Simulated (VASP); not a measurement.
The system is KBr.

```
K Br
1.0
     0.02544   -3.29655   -3.29337
    -0.00653    3.28504   -3.28187
     6.58224   -0.03197   -0.01892
K Br
2 2
Direct
  0.50051 0.49629 0.49862
  0.00266 0.00214 0.99736
  0.50238 0.49530 0.00237
  0.99445 0.00627 0.50165
```

The cell isn't the ideal one: all atoms moved at random, sigma 0.02 Å a component, cell strained at random, sigma 0.01.

* Program: VASP 6.6.1
* Task: relaxation of cell and atoms
* Functional: PBE
* Potentials or basis: VASP PAW PBE potentials, release 64 (K_sv, Br)
* Cutoff: 600 eV
* k mesh: 6 × 6 × 4
* Occupations: gaussian, width 0.05 eV
* Spin: no spin polarisation

At the start: pressure 0.9 GPa; volume 35.60 Å³/atom.

Q: Where does the relaxation end?

A: Over 18 steps the energy falls by 7.0 meV/atom and the volume is 37.74 Å³/atom (+6.0 %); space group Fm-3m (No. 225, to 0.05 Å).

The path:
```
step  energy change (eV)  largest force (eV/Å)  pressure (GPa)  volume (Å³)
   1              0.0000                0.0856            0.95       142.42
   2             -0.0195                0.0658            0.43       146.79
   3             -0.0260                0.0478           -0.05       151.78
   4             -0.0260                0.0490           -0.02       151.42
   5             -0.0264                0.0434           -0.01       151.37
   6             -0.0273                0.0269            0.00       151.21
   7             -0.0277                0.0119            0.02       150.89
   8             -0.0278                0.0058            0.01       150.99
   9             -0.0278                0.0055            0.01       150.98
  10             -0.0278                0.0079            0.02       150.94
  11             -0.0278                0.0056            0.01       150.97
  12             -0.0278                0.0050            0.00       151.19
  13             -0.0278                0.0053            0.00       151.24
  14             -0.0278                0.0056           -0.02       151.33
  15             -0.0278                0.0054           -0.02       151.28
  16             -0.0278                0.0053           -0.02       151.25
  17             -0.0278                0.0054           -0.02       151.24
  18             -0.0278                0.0046            0.01       150.97
```

Final structure:
```
K Br
1.0
    -0.00224   -3.35387   -3.35401
     0.00052    3.35486   -3.35501
     6.70838    0.00274    0.00170
K Br
2 2
Direct
  0.49822 0.50096 0.50013
  0.00176 0.99904 0.99989
  0.50163 0.49933 0.00009
  0.99839 0.00067 0.49988
```
